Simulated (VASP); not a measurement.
Computed with r2SCAN meta-GGA, VASP's PBE PAW potentials (set 64) (plane waves; VASP).

Input for VASP

### INCAR
```
IBRION  =  2
SYSTEM  =  HgTe
ENCUT  =  400
LWAVE  =  .FALSE.
SIGMA  =  0.05
NSW  =  60
LREAL  =  .FALSE.   # projection in real space or not
EDIFFG  =  -0.02   # ionic stop
PREC  =  Accurate
NELM  =  100   # most electronic steps
ISMEAR  =  0
EDIFF  =  1E-6
ALGO  =  Normal
LMIXTAU  =  .TRUE.
LASPH  =  .TRUE.   # aspherical one-centre terms
METAGGA  =  R2SCAN
ISIF  =  3   # ions, shape and volume
LCHARG  =  .FALSE.
LMAXMIX  =  6   # l cut-off of mixed one-centre charges
```

File KPOINTS:
```
Automatic mesh
0
Gamma
5 5 2
0 0 0
```

File POSCAR:
```
HgTe
1
    4.6790343013    -0.0000000000    -0.0000000000
   -2.3395171507     4.0521627349     0.0000000000
   -0.0000000000    -0.0000000000    10.3195976435
Hg Te
3 3
Direct
  0.6875723369   0.6875723369   0.0000000000
  0.3124276631   1.0000000000   0.6666670000
  0.0000000000   0.3124276631   0.3333330000
  0.5115745425   0.5115745425   0.5000000000
  0.4884254575   0.0000000000   0.1666670000
  1.0000000000   0.4884254575   0.8333330000
```

POTCAR, in this order: Hg Te (PBE.64 set). Program: vasp_std.

The run wrote:

**OUTCAR**
```
 ion  position               nearest neighbor table
   1  0.688  0.688  0.000-   6 2.71   5 2.71   6 3.34   5 3.34   5 3.70   6 3.70
   2  0.312  0.000  0.667-   6 2.71   4 2.71   6 3.34   4 3.34   6 3.70   4 3.70
   3  0.000  0.312  0.333-   5 2.71   4 2.71   5 3.34   4 3.34   5 3.70   4 3.70
   4  0.512  0.512  0.500-   3 2.71   2 2.71   3 3.34   2 3.34   2 3.70   3 3.70
   5  0.488  0.000  0.167-   3 2.71   1 2.71   3 3.34   1 3.34   3 3.70   1 3.70
   6  0.000  0.488  0.833-   2 2.71   1 2.71   2 3.34   1 3.34   2 3.70   1 3.70
  LATTYP: Found a hexagonal cell.
 ALAT       =     4.6790343013
 C/A-ratio  =     2.2054973268
 Subroutine PRICEL returns:
 Original cell was already a primitive cell.
 Subroutine GETGRP returns: Found  6 space group operations
The static configuration has the point symmetry C_2 .
 The point group associated with its full space group is D_3 .
The dynamic configuration has the point symmetry C_2 .
 Subroutine INISYM returns: Found  6 space group operations
 Subroutine IBZKPT returns following result:
 Found     10 irreducible k-points:

 Following reciprocal coordinates:
            Coordinates               Weight
  0.000000  0.000000  0.000000      1.000000
  0.200000  0.000000  0.000000      6.000000
  0.400000 -0.000000  0.000000      6.000000
  0.200000  0.200000  0.000000      6.000000
  0.400000  0.200000  0.000000      6.000000
  0.000000  0.000000  0.500000      1.000000
  0.200000  0.000000  0.500000      6.000000
  0.400000 -0.000000  0.500000      6.000000
  0.200000  0.200000  0.500000      6.000000
  0.400000  0.200000  0.500000      6.000000
   k-points           NKPTS =     10   k-points in BZ     NKDIM =     10   number of bands    NBANDS=     32
   number of dos      NEDOS =    301   number of ions     NIONS =      6
   total plane-waves  NPLWV =  71680
   dimension x,y,z NGX =    32 NGY =   32 NGZ =   70
   dimension x,y,z NGXF=    64 NGYF=   64 NGZF=  140
   ions per type =               3   3
   PREC   = accura    normal or accurate (medium, high low for compatibility)
   ISTART =      0    job   : 0-new  1-cont  2-samecut
...
```

OSZICAR:
```
       N       E                     dE             d eps       ncg     rms          rms(c)
DAV:   1     0.913886619716E+02    0.91389E+02   -0.21057E+04   640   0.122E+03
DAV:   2    -0.223262068361E+03   -0.31465E+03   -0.30768E+03   720   0.302E+02
DAV:   3    -0.240341189134E+03   -0.17079E+02   -0.17013E+02   792   0.709E+01
DAV:   4    -0.240527468347E+03   -0.18628E+00   -0.18624E+00   696   0.715E+00
DAV:   5    -0.240530335168E+03   -0.28668E-02   -0.28665E-02   792   0.866E-01    0.117E+01
DAV:   6    -0.232122605402E+03    0.84077E+01   -0.81222E+00   648   0.286E+01    0.119E+01
DAV:   7    -0.230183098511E+03    0.19395E+01   -0.45287E-01   672   0.506E+00    0.869E+00
DAV:   8    -0.227512309459E+03    0.26708E+01   -0.48159E-01   640   0.455E+00    0.251E+00
DAV:   9    -0.224894364369E+03    0.26179E+01   -0.93577E-01   680   0.540E+00    0.928E-01
DAV:  10    -0.225061834469E+03   -0.16747E+00   -0.45265E-02   640   0.119E+00    0.814E-01
DAV:  11    -0.225115180183E+03   -0.53346E-01   -0.91123E-03   744   0.462E-01    0.700E-01
DAV:  12    -0.225238705575E+03   -0.12353E+00   -0.12507E-01   696   0.161E+00    0.293E-01
DAV:  13    -0.225206615824E+03    0.32090E-01   -0.58310E-02   720   0.127E+00    0.484E-01
DAV:  14    -0.225235271369E+03   -0.28656E-01   -0.96416E-03   648   0.549E-01    0.392E-01
DAV:  15    -0.225251109438E+03   -0.15838E-01   -0.14194E-02   688   0.674E-01    0.150E-01
DAV:  16    -0.225251223979E+03   -0.11454E-03   -0.27063E-03   744   0.209E-01    0.581E-02
DAV:  17    -0.225250892892E+03    0.33109E-03   -0.30313E-04   656   0.120E-01    0.594E-02
DAV:  18    -0.225251235177E+03   -0.34229E-03   -0.83432E-05   688   0.583E-02    0.298E-02
DAV:  19    -0.225251503481E+03   -0.26830E-03   -0.25082E-04   672   0.849E-02    0.725E-02
DAV:  20    -0.225251508207E+03   -0.47261E-05   -0.32645E-05   736   0.438E-02    0.272E-02
DAV:  21    -0.225251514253E+03   -0.60462E-05   -0.79062E-06   576   0.173E-02    0.594E-03
DAV:  22    -0.225251516724E+03   -0.24711E-05   -0.25610E-06   544   0.108E-02    0.761E-03
DAV:  23    -0.225251517867E+03   -0.11427E-05   -0.75183E-07   344   0.651E-03    0.316E-03
DAV:  24    -0.225251517492E+03    0.37555E-06   -0.20269E-07   344   0.326E-03
   1 F= -.22525152E+03 E0= -.22525152E+03  d E =-.225252E+03
       N       E                     dE             d eps       ncg     rms          rms(c)
DAV:   1    -0.225293354279E+03   -0.41836E-01   -0.10401E+00   704   0.825E+00    0.175E+00
DAV:   2    -0.225254362730E+03    0.38992E-01   -0.10836E-01   664   0.312E+00    0.550E-01
DAV:   3    -0.225253241527E+03    0.11212E-02   -0.10023E-02   712   0.712E-01    0.544E-01
DAV:   4    -0.225250105915E+03    0.31356E-02   -0.36724E-03   640   0.393E-01    0.114E-01
DAV:   5    -0.225251228790E+03   -0.11229E-02   -0.39974E-03   640   0.537E-01    0.647E-02
DAV:   6    -0.225252582608E+03   -0.13538E-02   -0.12990E-03   640   0.290E-01    0.312E-02
DAV:   7    -0.225252859221E+03   -0.27661E-03   -0.17453E-04   672   0.109E-01    0.168E-02
DAV:   8    -0.225252859636E+03   -0.41495E-06   -0.56724E-05   648   0.569E-02    0.481E-03
DAV:   9    -0.225252878145E+03   -0.18509E-04   -0.29954E-05   640   0.423E-02    0.610E-03
DAV:  10    -0.225252887680E+03   -0.95348E-05   -0.18566E-06   504   0.121E-02    0.343E-03
DAV:  11    -0.225252888245E+03   -0.56443E-06   -0.50556E-07   344   0.495E-03
   2 F= -.22525289E+03 E0= -.22525289E+03  d E =-.137075E-02
       N       E                     dE             d eps       ncg     rms          rms(c)
DAV:   1    -0.225256909172E+03   -0.40215E-02   -0.95284E-02   704   0.248E+00    0.514E-01
DAV:   2    -0.225253274743E+03    0.36344E-02   -0.10207E-02   664   0.960E-01    0.161E-01
DAV:   3    -0.225253199702E+03    0.75041E-04   -0.94405E-04   712   0.217E-01    0.159E-01
DAV:   4    -0.225252929284E+03    0.27042E-03   -0.33681E-04   640   0.123E-01    0.350E-02
DAV:   5    -0.225253027258E+03   -0.97974E-04   -0.37242E-04   640   0.165E-01    0.207E-02
DAV:   6    -0.225253181324E+03   -0.15407E-03   -0.10762E-04   640   0.842E-02    0.954E-03
DAV:   7    -0.225253193186E+03   -0.11862E-04   -0.13930E-05   680   0.311E-02    0.500E-03
DAV:   8    -0.225253198208E+03   -0.50221E-05   -0.59204E-06   480   0.188E-02    0.184E-03
DAV:   9    -0.225253197796E+03    0.41223E-06   -0.26124E-06   472   0.116E-02
   3 F= -.22525320E+03 E0= -.22525320E+03  d E =-.168030E-02
```

OUTCAR:
```
------------------------ aborting loop because EDIFF is reached ----------------------------------------
  FORCE on cell =-STRESS in cart. coord.  units (eV):
  Direction    XX          YY          ZZ          XY          YZ          ZX
  --------------------------------------------------------------------------------------
  Total       -0.0700990     -0.0700990      0.0689556      0.0000000      0.0000000     -0.0000000
  in kB       -0.5701475     -0.5701475      0.5608482      0.0000000      0.0000000     -0.0000000
  external PRESSURE =      -0.1931489 kB  Pullay stress =       0.0000000 kB
  volume of cell :      196.99
      direct lattice vectors                 reciprocal lattice vectors
     4.687337922 -0.000000000  0.000000000     0.213340710  0.123172311 -0.000000000
    -2.343668961  4.059353882 -0.000000000     0.000000000  0.246344623 -0.000000000
     0.000000000  0.000000000 10.352657352    -0.000000000  0.000000000  0.096593557
 POSITION                                       TOTAL-FORCE (eV/Angst)
 -----------------------------------------------------------------------------------
      1.61163      2.79143     -0.00000         0.007858      0.013611     -0.000000
      1.46407     -0.00000      6.90178        -0.015716      0.000000      0.000000
      3.95530      1.26792      3.45088         0.007858     -0.013611     -0.000000
      1.20005      2.07855      5.17633         0.003111      0.005388     -0.000000
      2.28723     -0.00000      1.72545        -0.006222      0.000000      0.000000
      3.54372      1.98080      8.62721         0.003111     -0.005388     -0.000000
 -----------------------------------------------------------------------------------
    total drift:                               -0.001288      0.001885     -0.000018
  FREE ENERGIE OF THE ION-ELECTRON SYSTEM (eV)
  ---------------------------------------------------
  free  energy   TOTEN  =      -225.2531977963 eV

  energy  without entropy=     -225.2531977963  energy(sigma->0) =     -225.25319780

 reached required accuracy - stopping structural energy minimisation
```
(Selected blocks of OUTCAR.)

### CONTCAR
```
HgTe
   1.00000000000000
     4.6873379222507685   -0.0000000000001025    0.0000000000000000
    -2.3436689611755619    4.0593538824641735   -0.0000000000000000
     0.0000000000000000    0.0000000000000000   10.3526573517481797
  Hg              Te
     3     3
Direct
     0.6876546734399764    0.6876546734399801    0.0000000000000000
     0.3123453265600273    0.0000000000000000    0.6666669999999968
     0.9999999999999963    0.3123453265600199    0.3333330000000032
     0.5120406923307455    0.5120406923307663    0.5000000000000000
     0.4879593076692754    0.0000000000000000    0.1666669999999968
     0.9999999999999791    0.4879593076692337    0.8333330000000032
```

OUTCAR:
```
 val. band max:        2.9249298387   @ k =   0.0000   0.0000   0.5000

 cond. band min:       3.8239503333   @ k =   0.0000   0.0000   0.0000


 Fermi energy:         3.1491882628

 k-point     1 :       0.0000    0.0000    0.0000
  band No.  band energies     occupation
      1      -9.2942      2.00000
      2      -8.3884      2.00000
      3      -8.3883      2.00000
      4      -4.5861      2.00000
      5      -4.5861      2.00000
      6      -4.2997      2.00000
      7      -4.2816      2.00000
      8      -4.2816      2.00000
      9      -4.1427      2.00000
     10      -4.0538      2.00000
     11      -4.0507      2.00000
     12      -4.0507      2.00000
     13      -3.8672      2.00000
     14      -3.8672      2.00000
     15      -3.8308      2.00000
     16      -3.8084      2.00000
     17      -3.8084      2.00000
     18      -3.7819      2.00000
     19      -1.5688      2.00000
     20      -1.5688      2.00000
     21       1.1850      2.00000
     22       1.2153      2.00000
     23       1.6485      2.00000
     24       1.6485      2.00000
     25       2.7394      2.00000
     26       2.7394      2.00000
     27       2.7622      2.00000
     28       3.8240      0.00000
     29       5.4268      0.00000
     30       5.4269      0.00000
     31       6.3403      0.00000
     32       6.3404      0.00000

 k-point     2 :       0.2000    0.0000    0.0000
  band No.  band energies     occupation
      1      -9.1135      2.00000
      2      -8.3712      2.00000
      3      -8.3166      2.00000
      4      -4.6166      2.00000
      5      -4.5968      2.00000
      6      -4.2843      2.00000
      7      -4.2268      2.00000
      8      -4.1502      2.00000
      9      -4.1222      2.00000
     10      -4.0459      2.00000
     11      -4.0310      2.00000
     12      -4.0047      2.00000
     13      -3.8832      2.00000
     14      -3.8546      2.00000
     15      -3.8269      2.00000
     16      -3.7906      2.00000
...
```

Unless said otherwise, spin-orbit coupling is left out, though it shifts the bands of the heavy elements here.

The structure comes from a computed database's HgTe entry (P3_221); how it stands against other phases isn't given here. This run relaxes it. Symmetry was kept, so distortions that lower it aren't found. The start is the result of an earlier pass.
